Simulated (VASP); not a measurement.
An input for Ansatz (written as the equivalent of a VASP run, and not itself run):

Ansatz 0.2 input:
```yaml
crystal:
  lattice:
    - [0.0000000, 3.0000000, 3.0000000]
    - [3.0000000, 0.0000000, 3.0000000]
    - [3.0000000, 3.0000000, 0.0000000]
  atoms:
    - { symbol: Li, position: [0.2500000, 0.2500000, 0.2500000] }
    - { symbol: Li, position: [0.7500000, 0.7500000, 0.7500000] }
    - { symbol: Se, position: [0.0000000, 0.0000000, 0.0000000] }
kpoints:
  mp_grid: { grid: [7, 7, 7] }
hamiltonian:
  xc: pbesol
  pseudopotentials: { kind: paw }
scf:
  occupations: { method: gaussian, width: 0.05 }
  max_iter: 100
relax:
  max_steps: 60
  f_tol: 0.01
  cell: {}
output: { forces: true, stress: true, eigenvalues: true }
```

Q: Translate this input to VASP (INCAR, KPOINTS, POSCAR, choice of POTCAR).

A: Several could match; the one computed here: 
KPOINTS:
```
Automatic
0
Gamma
7 7 7
0 0 0
```

### INCAR
```
SYSTEM = Li2Se
PREC = Accurate; ENCUT = 520; LREAL = .False.
LASPH = .True.
EDIFF = 1E-6; NELM = 100; ALGO = Normal
LMAXMIX = 4
ISMEAR = 0; SIGMA = 0.05
GGA = PS
IBRION = 2; NSW = 60; ISIF = 3
EDIFFG = -0.01
LWAVE = .False.; LCHARG = .False.
```

POSCAR:
```
Li2Se
1.0
  0.0000000000   3.0000000000   3.0000000000
  3.0000000000   0.0000000000   3.0000000000
  3.0000000000   3.0000000000   0.0000000000
Li Se
2 1
Cartesian
  1.5000000000   1.5000000000   1.5000000000
  4.5000000000   4.5000000000   4.5000000000
  0.0000000000   0.0000000000   0.0000000000
```

POTCAR, in this order: Li_sv Se (PBE.64 set). Program: vasp_std.

Limits of the translation: each code has its own PAW files, so the cut-off isn't converted (ENCUT is set for VASP's; basis.ecutwfc is left out, and Ansatz then takes the one that its files recommend); Ansatz stops its SCF on the density residual and VASP on the energy change (EDIFF).

The compound is Li2Se in the antifluorite structure. This run relaxes it. Symmetry was kept, so distortions that lower it aren't found.
